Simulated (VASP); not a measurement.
Ti:

```
Ti
1.0
     2.95000    0.00000    0.00000
    -1.47500    2.55477    0.00000
     0.00000    0.00000    4.68000
Ti
2
Cartesian
  0.0000 1.7032 1.1700
  1.4750 0.8516 3.5100
```

Base run:

- Program: VASP 6.6.1
- Functional: PBEsol
- Potentials or basis: VASP PAW PBE potentials, release 64 (Ti_sv)
- Cutoff: 600 eV
- k mesh: 13 × 13 × 7
- Occupations: fermi-dirac, width 0.05 eV
- Spin: no spin polarisation

Its results: band gap on the k mesh none (metal or under the smearing width); pressure -5.9 GPa.

Q: After a change of settings the same cell gave: band gap on the k mesh none (metal or under the smearing width); pressure -7.1 GPa. Which change was it?
A. cutoff from 600 eV to 520 eV; k mesh from 13 × 13 × 7 to 18 × 18 × 10
B. functional from PBEsol to PBE; cutoff from 600 eV to 520 eV
C. potentials or basis from VASP PAW PBE potentials, release 64 (Ti_sv) to VASP PAW PBE potentials, release 64 (Ti); cutoff from 600 eV to 500 eV; valence electrons from 24 to 8
D. cutoff from 600 eV to 700 eV

A: C.

Caveats: the PAW data sets were made with another functional, which shifts forces and pressure a little.
